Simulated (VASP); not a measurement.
```
Tl
1.0
    3.47671     0.00000     0.00000
   -1.73836     3.01092     0.00000
    0.00000     0.00000    11.16308
Tl
4
Cartesian
  0.00000   0.00000   0.00000
  0.00000   0.00000   5.58154
  0.00000   2.00728   2.79077
  1.73836   1.00364   8.37231
```

Calculation: PBE GGA, VASP's PBE PAW potentials (set 64) (plane waves; VASP). Numerical set-up: 300 eV cut-off, 7×7×2 Γ-centred mesh, Gaussian smearing of 0.050 eV, potentials Tl_d.

At this cut-off the stress carries a Pulay error, which pulls relaxed volumes low. Energy and stress use the plane-wave basis of the starting cell.

Q: The ions, cell shape and volume are relaxed. Predict the relaxed structure.

A: 
```
Tl
1.0
    3.74656     0.00000     0.00000
   -1.87328     3.24462     0.00000
    0.00000     0.00000    10.34634
Tl
4
Direct
  0.00000   0.00000   0.00000
  0.00000   0.00000   0.50000
  0.33333   0.66667   0.25000
  0.66667   0.33333   0.75000
```
Space group P6_3/mmc (194), at a tolerance of 0.03 Å.

Q: How do energy and volume change from the first to the last step?

A: The energy (σ→0) changes by -23.7 meV/atom and the volume by +7.6 %, in 11 ionic steps.

```json
[
 {"step": "1", "E(σ→0) (eV)": "-8.7478", "max force (eV/Å)": "0.000", "pressure (GPa)": "1.66", "volume (Å³)": "116.86"},
 {"step": "2", "E(σ→0) (eV)": "-8.7828", "max force (eV/Å)": "0.000", "pressure (GPa)": "0.35", "volume (Å³)": "122.04"},
 {"step": "3", "E(σ→0) (eV)": "-8.7863", "max force (eV/Å)": "0.000", "pressure (GPa)": "-0.19", "volume (Å³)": "124.67"},
 {"step": "4", "E(σ→0) (eV)": "-8.7863", "max force (eV/Å)": "0.000", "pressure (GPa)": "-0.12", "volume (Å³)": "124.35"},
 {"step": "5", "E(σ→0) (eV)": "-8.7955", "max force (eV/Å)": "0.000", "pressure (GPa)": "-0.19", "volume (Å³)": "124.68"},
 {"step": "6", "E(σ→0) (eV)": "-8.8080", "max force (eV/Å)": "0.000", "pressure (GPa)": "-0.24", "volume (Å³)": "125.59"},
 {"step": "7", "E(σ→0) (eV)": "-8.8415", "max force (eV/Å)": "0.000", "pressure (GPa)": "-0.28", "volume (Å³)": "127.01"},
 {"step": "8", "E(σ→0) (eV)": "-8.8398", "max force (eV/Å)": "0.000", "pressure (GPa)": "-0.29", "volume (Å³)": "127.22"},
 {"step": "9", "E(σ→0) (eV)": "-8.8416", "max force (eV/Å)": "0.000", "pressure (GPa)": "-0.27", "volume (Å³)": "127.05"},
 {"step": "10", "E(σ→0) (eV)": "-8.8403", "max force (eV/Å)": "0.000", "pressure (GPa)": "0.37", "volume (Å³)": "124.09"},
 {"step": "11", "E(σ→0) (eV)": "-8.8425", "max force (eV/Å)": "0.000", "pressure (GPa)": "0.00", "volume (Å³)": "125.77"}
]
```

The structure comes from a computed database's Tl entry; how it stands against other phases isn't given here. This run relaxes it. Symmetry was kept, so distortions that lower it aren't found. The k-mesh is coarse (spacing up to 0.30 per Å, 2π included), so the numbers may not be converged in it. The run is one of a series of settings (EDIFFG = -0.01, IBRION = 2, ISIF = 3, NSW = 50 against the base run), some of them coarse on purpose.
